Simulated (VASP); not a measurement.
Level of theory: PBEsol GGA, VASP's PBE PAW potentials (set 64) (plane waves; VASP).

VASP input:

**INCAR**
```
ALGO  =  Normal
EDIFF  =  1E-6
EDIFFG  =  -0.02
ENCUT  =  400
GGA  =  PS
IBRION  =  2
ISIF  =  3
ISMEAR  =  0
LASPH  =  T
LCHARG  =  F
LMAXMIX  =  4
LREAL  =  F
LWAVE  =  F
NELM  =  100
NSW  =  60
PREC  =  Accurate
SIGMA  =  0.05
SYSTEM  =  Ga4As3P
```

**POSCAR**
```
Ga4As3P
1.0
  0.0023958371   5.6052546866   5.5857785590
  5.6052546866   0.0023958371   5.5857785590
  2.8038252618   2.8038252618   0.0000000000
Ga P As
4 1 3
Cart
  2.8038252621   2.8038252621   0.0530407132
  2.7746000916   0.0292251697   2.7676184666
  0.0292251697   2.7746000916   2.7676184666
  2.8038252621   2.8038252621   5.5845817423
  1.4019126306   1.4019126306   1.3966359806
  4.2053247022   1.4023258215   4.1884338180
  1.4023258215   4.2053247022   4.1884338180
  4.2057378928   4.2057378928   6.9825297898
```

**KPOINTS**
```
Automatic mesh
0
Gamma
3 3 6
0 0 0
```

POTCAR, in this order: Ga_d P As (PBE.64 set). Program: vasp_std.

What VASP printed:

**OUTCAR**
```
 ion  position               nearest neighbor table
   1  0.005  0.005  0.991-   5 2.39   5 2.39   7 2.45   6 2.45
   2  0.003  0.493  0.005-   5 2.38   6 2.44   6 2.44   8 2.44
   3  0.493  0.003  0.005-   5 2.38   7 2.44   7 2.44   8 2.44
   4  0.500  0.500  0.000-   6 2.42   7 2.42   8 2.43   8 2.43
   5  0.125  0.125  0.250-   2 2.38   3 2.38   1 2.39   1 2.39
   6  0.125  0.625  0.250-   4 2.42   2 2.44   2 2.44   1 2.45
   7  0.625  0.125  0.250-   4 2.42   3 2.44   3 2.44   1 2.45
   8  0.625  0.625  0.250-   4 2.43   4 2.43   3 2.44   2 2.44
  LATTYP: Found a base centered orthorhombic cell.
 ALAT       =     7.9236389730
 B/A-ratio  =     1.4099023386
 C/A-ratio  =     0.5004276097
 Subroutine PRICEL returns:
 Original cell was already a primitive cell.
 Subroutine GETGRP returns: Found  4 space group operations
The static configuration has the point symmetry C_2v.
The dynamic configuration has the point symmetry C_2v.
 Subroutine INISYM returns: Found  4 space group operations
 Subroutine IBZKPT returns following result:
 Found     16 irreducible k-points:

 Following reciprocal coordinates:
            Coordinates               Weight
  0.000000  0.000000  0.000000      1.000000
...
```

**OSZICAR**
```
       N       E                     dE             d eps       ncg     rms          rms(c)
DAV:   1     0.566689442821E+03    0.56669E+03   -0.29170E+04  1438   0.209E+03
DAV:   2     0.521821402236E+02   -0.51451E+03   -0.50264E+03  1475   0.519E+02
DAV:   3    -0.325538747071E+02   -0.84736E+02   -0.81702E+02  1610   0.161E+02
DAV:   4    -0.377948005374E+02   -0.52409E+01   -0.52097E+01  1679   0.403E+01
DAV:   5    -0.379440906548E+02   -0.14929E+00   -0.14894E+00  1767   0.664E+00    0.670E+00
DAV:   6    -0.371781756892E+02    0.76591E+00   -0.14384E+00  1926   0.151E+01    0.384E+00
DAV:   7    -0.370467964694E+02    0.13138E+00   -0.70697E-01  1688   0.444E+00    0.119E+00
DAV:   8    -0.370425456218E+02    0.42508E-02   -0.14970E-01  1778   0.525E+00    0.262E-01
DAV:   9    -0.370427214461E+02   -0.17582E-03   -0.18000E-02  1781   0.234E+00    0.120E-01
DAV:  10    -0.370429904404E+02   -0.26899E-03   -0.39873E-03  1890   0.860E-01    0.108E-01
DAV:  11    -0.370431230865E+02   -0.13265E-03   -0.10042E-03  1656   0.255E-01    0.486E-02
DAV:  12    -0.370431902299E+02   -0.67143E-04   -0.10328E-04  1896   0.178E-01    0.135E-02
DAV:  13    -0.370431972173E+02   -0.69873E-05   -0.48136E-05  1624   0.731E-02    0.764E-03
DAV:  14    -0.370431988435E+02   -0.16263E-05   -0.10692E-05  1639   0.740E-02    0.311E-03
DAV:  15    -0.370431989999E+02   -0.15634E-06   -0.19777E-06  1040   0.286E-02
   1 F= -.37043199E+02 E0= -.37043199E+02  d E =-.370432E+02
       N       E                     dE             d eps       ncg     rms          rms(c)
DAV:   1    -0.370458460445E+02   -0.26472E-02   -0.54705E-02  1884   0.228E+00    0.314E-01
DAV:   2    -0.370441715348E+02    0.16745E-02   -0.81294E-03  1712   0.109E+00    0.154E-01
DAV:   3    -0.370435787447E+02    0.59279E-03   -0.10416E-03  2016   0.304E-01    0.376E-02
DAV:   4    -0.370435450363E+02    0.33708E-04   -0.29089E-04  1540   0.151E-01    0.101E-02
DAV:   5    -0.370435445343E+02    0.50193E-06   -0.31342E-05  1717   0.724E-02    0.363E-03
DAV:   6    -0.370435441843E+02    0.35000E-06   -0.61382E-06  1403   0.363E-02
   2 F= -.37043544E+02 E0= -.37043544E+02  d E =-.345184E-03
       N       E                     dE             d eps       ncg     rms          rms(c)
DAV:   1    -0.370435433568E+02    0.11776E-05   -0.54871E-06  1278   0.214E-02    0.332E-03
DAV:   2    -0.370435432206E+02    0.13612E-06   -0.11125E-06   817   0.133E-02
   3 F= -.37043543E+02 E0= -.37043543E+02  d E =-.344221E-03
```

**OUTCAR**
```
------------------------ aborting loop because EDIFF is reached ----------------------------------------
  FORCE on cell =-STRESS in cart. coord.  units (eV):
  Direction    XX          YY          ZZ          XY          YZ          ZX
  --------------------------------------------------------------------------------------
  Total       -0.1197774     -0.1197774      0.0260252     -0.0086639      0.0000000      0.0000000
  in kB       -1.0915037     -1.0915037      0.2371612     -0.0789518      0.0000000      0.0000000
  external PRESSURE =      -0.6486154 kB  Pullay stress =       0.0000000 kB
  volume of cell :      175.82
      direct lattice vectors                 reciprocal lattice vectors
     0.000611526  5.605737658  5.594930761    -0.089204059  0.089204059  0.089366611
     5.605737658  0.000611526  5.594930761     0.089204059 -0.089204059  0.089366611
     2.803174592  2.803174592  0.000000000     0.178369197  0.178369197 -0.178733222
 POSITION                                       TOTAL-FORCE (eV/Angst)
 -----------------------------------------------------------------------------------
      2.80317      2.80317      0.05348         0.000000      0.000000      0.000174
      2.77418      0.02899      2.77214        -0.007154      0.007154     -0.003185
      0.02899      2.77418      2.77214         0.007154     -0.007154     -0.003185
      2.80317      2.80317      5.59264        -0.000000     -0.000000     -0.013609
      1.40159      1.40159      1.39824        -0.000000     -0.000000     -0.002942
      4.20600      1.40035      4.19540         0.006457     -0.006457      0.004564
      1.40035      4.20600      4.19540        -0.006457      0.006457      0.004564
      4.20476      4.20476      6.99521         0.000000      0.000000      0.013618
 -----------------------------------------------------------------------------------
    total drift:                                0.000118      0.000118     -0.001592
  FREE ENERGIE OF THE ION-ELECTRON SYSTEM (eV)
  ---------------------------------------------------
  free  energy   TOTEN  =       -37.0435432206 eV

  energy  without entropy=      -37.0435432206  energy(sigma->0) =      -37.04354322

 reached required accuracy - stopping structural energy minimisation
```
(Selected blocks of OUTCAR.)

**CONTCAR**
```
Ga4As3P
   1.00000000000000
     0.0006115260465928    5.6057376575729778    5.5949307608209029
     5.6057376575729778    0.0006115260465928    5.5949307608209029
     2.8031745917597148    2.8031745917597148    0.0000000000000822
  Ga              P               As
     4     1     3
Direct
     0.0047796672916777    0.0047796672916777    0.9904406655166463
     0.0028549011260096    0.4926187867530158    0.0045263120209728
     0.4926187867530158    0.0028549011260096    0.0045263120209728
     0.4997951090668463    0.4997951090668463    0.0004097819663021
     0.1249561183771491    0.1249561183771491    0.2500877631457071
     0.1246534338040744    0.6252035682059491    0.2501429979899765
     0.6252035682059491    0.1246534338040744    0.2501429979899765
     0.6251384153752779    0.6251384153752779    0.2497231692494513
```

**OUTCAR**
```
 val. band max:        4.0358932877   @ k =   0.0000   0.0000   0.0000

 cond. band min:       4.7452417002   @ k =   0.0000   0.0000   0.0000


 Fermi energy:         4.3007572542

 k-point     1 :       0.0000    0.0000    0.0000
  band No.  band energies     occupation
      1     -10.8751      2.00000
      2     -10.8484      2.00000
      3     -10.8100      2.00000
      4     -10.7880      2.00000
      5     -10.7557      2.00000
      6     -10.7429      2.00000
      7     -10.7381      2.00000
      8     -10.7343      2.00000
      9     -10.7104      2.00000
     10     -10.7098      2.00000
     11     -10.6996      2.00000
     12     -10.6658      2.00000
     13     -10.6632      2.00000
     14     -10.6586      2.00000
     15     -10.6567      2.00000
     16     -10.6423      2.00000
     17     -10.6349      2.00000
     18     -10.6195      2.00000
     19     -10.5786      2.00000
     20     -10.5685      2.00000
     21      -8.7079      2.00000
     22      -6.9203      2.00000
     23      -6.7762      2.00000
     24      -6.0358      2.00000
     25      -2.8562      2.00000
     26      -2.7552      2.00000
     27      -2.6231      2.00000
     28       1.2506      2.00000
     29       1.2713      2.00000
     30       2.6815      2.00000
     31       2.8165      2.00000
     32       2.8617      2.00000
     33       2.9923      2.00000
     34       4.0128      2.00000
     35       4.0317      2.00000
     36       4.0359      2.00000
     37       4.7452      0.00000
     38       5.0644      0.00000
     39       5.0750      0.00000
     40       5.3704      0.00000
     41       5.5931      0.00000
     42       7.6929      0.00000
     43       7.7193      0.00000

 k-point     2 :       0.3333    0.0000    0.0000
  band No.  band energies     occupation
      1     -10.8685      2.00000
      2     -10.8441      2.00000
      3     -10.8034      2.00000
      4     -10.7860      2.00000
      5     -10.7590      2.00000
...
```

The structure was generated: Ga4As3P was put into an ordered model structure (Amm2), which need not be its known phase. This run relaxes it. Symmetry was kept, so distortions that lower it aren't found. The start is the result of an earlier pass.
